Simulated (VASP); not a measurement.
Output of a VASP run:

OUTCAR:
```
 ion  position               nearest neighbor table
   1  0.250  0.250  0.354-   2 2.74   3 2.74   3 2.74   2 2.74   7 2.74   8 2.74   5 2.74   6 2.74
  LATTYP: Found a simple tetragonal cell.
 ALAT       =     5.4755939286
 C/A-ratio  =     3.6386536981
 Subroutine PRICEL returns:
 Original cell was already a primitive cell.
 Subroutine GETGRP returns: Found  4 space group operations
The static configuration has the point symmetry C_1h.
 The point group associated with its full space group is C_2v.
The dynamic configuration has the point symmetry C_1h.
 Subroutine INISYM returns: Found  4 space group operations
 Subroutine IBZKPT returns following result:
 Found      9 irreducible k-points:

 Following reciprocal coordinates:
            Coordinates               Weight
  0.000000  0.000000  0.000000      1.000000
  0.200000  0.000000  0.000000      2.000000
  0.000000  0.200000  0.000000      2.000000
  0.400000  0.000000  0.000000      2.000000
  0.000000  0.400000  0.000000      2.000000
  0.200000  0.200000  0.000000      4.000000
  0.400000  0.200000  0.000000      4.000000
 -0.200000  0.400000  0.000000      4.000000
  0.400000  0.400000  0.000000      4.000000
   k-points           NKPTS =      9   k-points in BZ     NKDIM =      9   number of bands    NBANDS=     90
   number of dos      NEDOS =    301   number of ions     NIONS =     17
   total plane-waves  NPLWV =  76832
   dimension x,y,z NGX =    28 NGY =   28 NGZ =   98
   dimension x,y,z NGXF=    56 NGYF=   56 NGZF=  196
   ions per type =              16   1
   PREC   = normal    normal or accurate (medium, high low for compatibility)
   ISTART =      0    job   : 0-new  1-cont  2-samecut
   ICHARG =      2    charge: 1-file 2-atom 10-const
   ISPIN  =      1    spin polarized calculation?
   LNONCOLLINEAR =      F non collinear calculations
   LSORBIT =      F    spin-orbit coupling
   INIWAV =      1    electr: 0-lowe 1-rand  2-diag
   ENCUT  =  400.0 eV  29.40 Ry    5.42 a.u.   8.93  8.93 32.49*2*pi/ulx,y,z
   NELM   =    100;   NELMIN=  4; NELMDL= -5     # of ELM steps
   EDIFF  = 0.1E-04   stopping-criterion for ELM
   LREAL  =      F    real-space projection
   NLSPLINE    = F    spline interpolate recip. space projectors
   LMAXMIX     =    6 max onsite mixed and CHGCAR
   VOSKOWN=      0    Vosko Wilk Nusair interpolation
   EDIFFG = -.3E-01   stopping-criterion for IOM
   NSW    =     50    number of steps for IOM
   NBLOCK =      1;   KBLOCK =     50    inner block; outer block
   IBRION =      2    ionic relax: 0-MD 1-quasi-New 2-CG
   NFREE  =      1    steps in history (QN), initial steepest desc. (CG)
   ISIF   =      2    stress and relaxation
   ISYM   =      2    0-nonsym 1-usesym 2-fastsym
   TEIN   =    0.0    initial temperature
   TEBEG  =    0.0;   TEEND  =   0.0 temperature during run
   SMASS  =  -3.00    Nose mass-parameter (am)
   PSTRESS=    0.0 pullay stress
   NELECT =     150.0000    total number of electrons
   EFERMI =   0.00;   METHOD = LEGACY
   ISMEAR =     1;   SIGMA  =   0.10  broadening in eV -4-tet -1-fermi 0-gaus
   IALGO  =     38    algorithm
   LDIAG  =      T    sub-space diagonalisation (order eigenvalues)
   IMIX   =      4    mixing-type and parameters
     AMIX     =   0.40;   BMIX     =  1.00
     AMIX_MAG =   1.60;   BMIX_MAG =  1.00
     AMIN     =   0.10
   GGA     = PE    functional components
   VOSKOWN =     0    Vosko Wilk Nusair interpolation
   LHFCALC =     F    Hartree Fock is set to
   LHFONE  =     F    Hartree Fock one center treatment
   AEXX    =    0.0000 exact exchange contribution
   IVDW    =     0    specifies the selected vdW correction
   LEPSILON=     F    determine dielectric tensor
   LRPA    =     F    only Hartree local field effects (RPA)
  energy-cutoff  :      400.00
  volume of cell :      597.36
      direct lattice vectors                 reciprocal lattice vectors
     5.475593929  0.000000000  0.000000000     0.182628590  0.000000000  0.000000000
     0.000000000  5.475593929  0.000000000     0.000000000  0.182628590  0.000000000
     0.000000000  0.000000000 19.923790098     0.000000000  0.000000000  0.050191254
...
```

File OSZICAR:
```
...
DAV:   7    -0.136871170257E+03    0.94513E-03   -0.44001E-03  2824   0.486E-01    0.136E-01
DAV:   8    -0.136870991821E+03    0.17844E-03   -0.10254E-03  2808   0.218E-01    0.652E-02
DAV:   9    -0.136870962687E+03    0.29135E-04   -0.22325E-04  2664   0.100E-01    0.383E-02
DAV:  10    -0.136870967817E+03   -0.51309E-05   -0.37124E-05  1278   0.498E-02
   6 F= -.13687097E+03 E0= -.13687248E+03  d E =-.128785E-01
       N       E                     dE             d eps       ncg     rms          rms(c)
DAV:   1    -0.136871002642E+03   -0.39955E-04   -0.91046E-02  1620   0.828E-01    0.112E-01
DAV:   2    -0.136871716303E+03   -0.71366E-03   -0.31341E-03  2504   0.306E-01    0.211E-01
DAV:   3    -0.136871530129E+03    0.18617E-03   -0.36599E-03  2744   0.443E-01    0.164E-01
DAV:   4    -0.136871173199E+03    0.35693E-03   -0.87829E-04  2784   0.210E-01    0.601E-02
DAV:   5    -0.136871165666E+03    0.75337E-05   -0.67329E-05  1810   0.567E-02
   7 F= -.13687117E+03 E0= -.13687265E+03  d E =-.130764E-01
       N       E                     dE             d eps       ncg     rms          rms(c)
DAV:   1    -0.136872229600E+03   -0.10564E-02   -0.90230E-01  1620   0.260E+00    0.166E-01
DAV:   2    -0.136873798940E+03   -0.15693E-02   -0.15165E-02  2442   0.578E-01    0.192E-01
DAV:   3    -0.136874477876E+03   -0.67894E-03   -0.42471E-03  2832   0.482E-01    0.294E-01
DAV:   4    -0.136873485932E+03    0.99194E-03   -0.23541E-03  2934   0.342E-01    0.123E-01
DAV:   5    -0.136873429200E+03    0.56732E-04   -0.25717E-04  2614   0.950E-02    0.903E-02
DAV:   6    -0.136873456973E+03   -0.27773E-04   -0.44858E-04  2600   0.124E-01    0.835E-02
DAV:   7    -0.136873385665E+03    0.71308E-04   -0.30993E-04  2720   0.129E-01    0.285E-02
DAV:   8    -0.136873379470E+03    0.61959E-05   -0.54042E-05  1504   0.563E-02
   8 F= -.13687338E+03 E0= -.13687492E+03  d E =-.221380E-02
       N       E                     dE             d eps       ncg     rms          rms(c)
DAV:   1    -0.136873387212E+03   -0.15464E-05   -0.14286E-01  1620   0.104E+00    0.673E-02
DAV:   2    -0.136873776855E+03   -0.38964E-03   -0.27191E-03  2536   0.268E-01    0.126E-01
DAV:   3    -0.136873697916E+03    0.78939E-04   -0.10610E-03  2680   0.244E-01    0.966E-02
DAV:   4    -0.136873601979E+03    0.95937E-04   -0.36468E-04  2600   0.136E-01    0.559E-02
DAV:   5    -0.136873585479E+03    0.16500E-04   -0.30142E-05  1244   0.422E-02    0.377E-02
DAV:   6    -0.136873585739E+03   -0.26015E-06   -0.51269E-05  1514   0.418E-02
   9 F= -.13687359E+03 E0= -.13687514E+03  d E =-.242007E-02
       N       E                     dE             d eps       ncg     rms          rms(c)
DAV:   1    -0.136873733183E+03   -0.14770E-03   -0.15110E-01  1620   0.106E+00    0.125E-01
DAV:   2    -0.136874106280E+03   -0.37310E-03   -0.35854E-03  2412   0.265E-01    0.104E-01
DAV:   3    -0.136874850548E+03   -0.74427E-03   -0.26637E-03  3016   0.364E-01    0.253E-01
DAV:   4    -0.136874064951E+03    0.78560E-03   -0.21330E-03  2968   0.321E-01    0.782E-02
DAV:   5    -0.136874025644E+03    0.39307E-04   -0.24629E-04  2610   0.996E-02    0.521E-02
DAV:   6    -0.136874031555E+03   -0.59105E-05   -0.12606E-04  2406   0.721E-02    0.437E-02
DAV:   7    -0.136874012117E+03    0.19438E-04   -0.59846E-05  1688   0.634E-02    0.118E-02
DAV:   8    -0.136874013209E+03   -0.10921E-05   -0.13887E-05   904   0.273E-02
  10 F= -.13687401E+03 E0= -.13687555E+03  d E =-.427470E-03
```

### OUTCAR
```
------------------------ aborting loop because EDIFF is reached ----------------------------------------
  FORCE on cell =-STRESS in cart. coord.  units (eV):
  Direction    XX          YY          ZZ          XY          YZ          ZX
  --------------------------------------------------------------------------------------
  Total      -10.1592422    -11.7955895     -0.1030377      0.0000000      0.0000000      0.0000000
  in kB      -27.2481784    -31.6370375     -0.2763581      0.0000000      0.0000000      0.0000000
  external PRESSURE =     -19.7205247 kB  Pullay stress =       0.0000000 kB
  volume of cell :      597.36
      direct lattice vectors                 reciprocal lattice vectors
     5.475593929  0.000000000  0.000000000     0.182628590  0.000000000  0.000000000
     0.000000000  5.475593929  0.000000000     0.000000000  0.182628590  0.000000000
     0.000000000  0.000000000 19.923790098     0.000000000  0.000000000  0.050191254
 POSITION                                       TOTAL-FORCE (eV/Angst)
 -----------------------------------------------------------------------------------
      1.36890      1.35520      7.13659        -0.000000     -0.003305     -0.011632
      4.10670      1.37182      7.13432         0.000000      0.003082      0.003370
      1.36890      4.12039      7.13659        -0.000000      0.003305     -0.011632
      4.10670      4.10377      7.13432         0.000000     -0.003082      0.003370
      5.47419      0.00000      8.97821         0.001173      0.000000      0.008134
      2.73920      0.00000      8.97821        -0.001173      0.000000      0.008134
      0.00632      2.73780      8.96840         0.003360      0.000000      0.001904
      2.73148      2.73780      8.96840        -0.003360      0.000000      0.001904
      1.36890      1.37450     10.93808         0.000000      0.016762      0.002168
      4.10670      1.35897     10.94833         0.000000     -0.008001      0.009634
      1.36890      4.10109     10.93808         0.000000     -0.016762      0.002168
      4.10670      4.11663     10.94833         0.000000      0.008001      0.009634
      5.41731      0.00000     12.88286        -0.009969      0.000000     -0.024384
      2.79609      0.00000     12.88286         0.009969      0.000000     -0.024384
      5.46395      2.73780     12.77611        -0.001852      0.000000      0.018840
      2.74944      2.73780     12.77611         0.001852      0.000000      0.018840
      1.36890      0.00000     14.59057         0.000000      0.000000     -0.016066
 -----------------------------------------------------------------------------------
    total drift:                                0.000000      0.000000     -0.001471
  FREE ENERGIE OF THE ION-ELECTRON SYSTEM (eV)
  ---------------------------------------------------
  free  energy   TOTEN  =      -136.8740132088 eV

  energy  without entropy=     -136.8786250819  energy(sigma->0) =     -136.87555050

 reached required accuracy - stopping structural energy minimisation
```
(Selected blocks of OUTCAR.)

File POSCAR:
```
Ir16S
1
    5.4755939286     0.0000000000     0.0000000000
    0.0000000000     5.4755939286     0.0000000000
    0.0000000000     0.0000000000    19.9237900976
Ir S
16 1
Direct
  0.2500000000   0.2500000000   0.3542510000
  0.7500000000   0.2500000000   0.3542510000
  0.2500000000   0.7500000000   0.3542510000
  0.7500000000   0.7500000000   0.3542510000
  0.0000000000   0.0000000000   0.4514170000
  0.5000000000   0.0000000000   0.4514170000
  0.0000000000   0.5000000000   0.4514170000
  0.5000000000   0.5000000000   0.4514170000
  0.2500000000   0.2500000000   0.5485830000
  0.7500000000   0.2500000000   0.5485830000
  0.2500000000   0.7500000000   0.5485830000
  0.7500000000   0.7500000000   0.5485830000
  0.0000000000   0.0000000000   0.6457490000
  0.5000000000   0.0000000000   0.6457490000
  0.0000000000   0.5000000000   0.6457490000
  0.5000000000   0.5000000000   0.6457490000
  0.2500000000   0.0000000000   0.7391190000
```

**Question.** Write an INCAR and KPOINTS that could have produced this output.

**Answer.** This is not unique; one that fits is the input of the run itself, PBE GGA, plane waves, VASP's PBE PAW potentials (set 64).

### INCAR
```
SYSTEM = Ir16S
PREC = Normal
ENCUT = 400
EDIFF = 1E-5
NELM = 100
ALGO = Normal
LREAL = .FALSE.
LASPH = .TRUE.
ISMEAR = 1
SIGMA = 0.1
GGA = PE
LMAXMIX = 6
LWAVE = .TRUE.
LCHARG = .FALSE.
NELMIN = 4
LDIPOL = .TRUE.
IDIPOL = 3
DIPOL = 0.5 0.5 0.5
IBRION = 2
ISIF = 2
NSW = 50
EDIFFG = -0.03
```

File KPOINTS:
```
K-points
0
Gamma
 5 5 1
```

POTCAR, in this order: Ir S (PBE.64 set). Program: vasp_std.

The cell is a thin slab with vacuum, built from Ir (fcc): (100) face, S adsorbed.
